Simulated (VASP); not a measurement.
Wanted: the native input for a VASP 6.6.1 run.

```
Task                               : single point
Functional                         : HSE(alpha, omega)
Potentials or basis                : VASP PAW PBE potentials, release 64 (Pt, F)
Cutoff                             : 520 eV
k mesh                             : 4 × 4 × 4
Occupations                        : fermi-dirac, width 0.05 eV
Spin                               : no spin polarisation
Screening parameter                : 0.4
Grid for exact exchange (PRECFOCK) : Fast
Further INCAR settings             : ALGO = Normal; EDIFF = 1e-07; NBANDS = 20
```

Pt2F:

```
CELL_PARAMETERS angstrom
0.00000 2.85243 2.85243
2.85243 0.00000 2.85243
2.85243 2.85243 0.00000
ATOMIC_POSITIONS crystal
Pt 0.25000 0.25000 0.25000
Pt 0.75000 0.75000 0.75000
F 0.00000 0.00000 0.00000
```

The cell was built by a generator and needn't be a form met in nature.

One way to write it, as run:

POSCAR

```
Pt2F
1.0
    0.0000000000      2.8524300000      2.8524300000
    2.8524300000      0.0000000000      2.8524300000
    2.8524300000      2.8524300000      0.0000000000
Pt F
2 1
Direct
    0.2500000000      0.2500000000      0.2500000000
    0.7500000000      0.7500000000      0.7500000000
    0.0000000000      0.0000000000      0.0000000000
```

INCAR.step1

```
  PREC = Accurate
  ENCUT = 520
  EDIFF = 1E-5
  ISMEAR = -1
  SIGMA = 0.05
  LREAL = F
  LASPH = T
  NELM = 60
  ALGO = Normal
  ISIF = 2
  LWAVE = T
  LCHARG = F
  NBANDS = 20
  GGA = PE
```

INCAR.step2

```
  PREC = Accurate
  ENCUT = 520
  EDIFF = 1E-7
  ISMEAR = -1
  SIGMA = 0.05
  LREAL = F
  LASPH = T
  NELM = 60
  ALGO = Normal
  ISIF = 2
  LWAVE = F
  LCHARG = F
  GGA = PE
  LHFCALC = T
  HFSCREEN = 0.4
  AEXX = 0.25
  PRECFOCK = Fast
  NBANDS = 20
  ISTART = 1
```

KPOINTS

```
regular mesh
0
Gamma
  4 4 4
```

Potentials or basis: VASP PAW PBE potentials, release 64 (Pt, F).

The run is started by

```console
$ cat potpaw_PBE.64/Pt/POTCAR potpaw_PBE.64/F/POTCAR > POTCAR
$ cp INCAR.step1 INCAR
$ mpirun -np 1 vasp_std > vasp.out
$ cp INCAR.step2 INCAR
$ mpirun -np 1 vasp_std > vasp.out
```

It gave:

* Pressure: -2.4 GPa
* Band gap on the k mesh: none (metal or under the smearing width)

Caveat: the k mesh is coarse (spacing up to 0.48 Å⁻¹), so the values aren't converged, least of all with exact exchange; the PAW data sets were made with another functional, which shifts forces and pressure a little; an odd number of electrons without spin polarisation forces a metal; a magnetic or distorted state may lie lower.

Run time: 7.8 min on 1 thread of Intel(R) Xeon(R) Platinum 8488C (Sapphire Rapids), on a shared host, peak memory 0.26 GiB.
